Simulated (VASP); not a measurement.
A VASP calculation is set up with these files.

POSCAR:
```
PbF2
5.9890540
  0.0000000000   0.5000000254   0.5000000254
  0.5000000254   0.0000000000   0.5000000254
  0.5000000254   0.5000000254   0.0000000000
Pb F
1 2
Cart
  0.0000000000   0.0000000000   0.0000000000
  0.2500000127   0.2500000127   0.2500000127
  0.7500000382   0.7500000382   0.7500000382
```

INCAR:
```
# general
SYSTEM    =  PbF2
PREC      =  Accurate
ENCUT     =  520
LREAL     =  F
LASPH     =  T

# electronic loop
EDIFF     =  1E-7
NELM      =  100
ALGO      =  Normal
LMAXMIX   =  4

# smearing
ISMEAR    =  0
SIGMA     =  0.05

# functional
GGA       =  MK
LUSE_VDW  =  T
AGGAC     =  0.0
PARAM1    =  0.1234
PARAM2    =  1.0

# ions
ISIF      =  2

# output
LWAVE     =  F
LCHARG    =  F
```

### KPOINTS
```
Automatic mesh
0
Gamma
7 7 7
0 0 0
```

POTCAR, in this order: Pb_d F (PBE.64 set). Program: vasp_std.

Problem. Write an equivalent input for Quantum ESPRESSO's pw.x.

Solution. One equivalent input (not run):
```
&CONTROL
  calculation = 'scf'
  pseudo_dir = './pseudo'
  outdir = './out'
  tprnfor = .true.
  tstress = .true.
/
&SYSTEM
  ibrav = 0
  nat = 3
  ntyp = 2
  ecutwfc = 84
  occupations = 'smearing'
  smearing = 'gaussian'
  degauss = 0.003675
  input_dft = 'vdw-df-ob86'
/
&ELECTRONS
  conv_thr = 7.3e-09
  electron_maxstep = 100
/
ATOMIC_SPECIES
  Pb 207.200 Pb.upf
  F 18.998 F.upf
CELL_PARAMETERS angstrom
     0.0000000    2.9945272    2.9945272
     2.9945272    0.0000000    2.9945272
     2.9945272    2.9945272    0.0000000
ATOMIC_POSITIONS crystal
  Pb   0.0000000  0.0000000  0.0000000
  F    0.2500000  0.2500000  0.2500000
  F    0.7500000  0.7500000  0.7500000
K_POINTS automatic
  7 7 7 0 0 0
```
Limits of the translation: the potentials are each code's own (VASP's PAW set, PseudoDojo norm-conserving files in pw.x), so ENCUT and ecutwfc are chosen apart and not converted; conv_thr bounds pw.x's estimated SCF error, while EDIFF bounds the energy change between steps.

The compound is PbF2 in the fluorite structure, the β form. This cell is one point of a volume scan, at 1.03 of the reference volume.
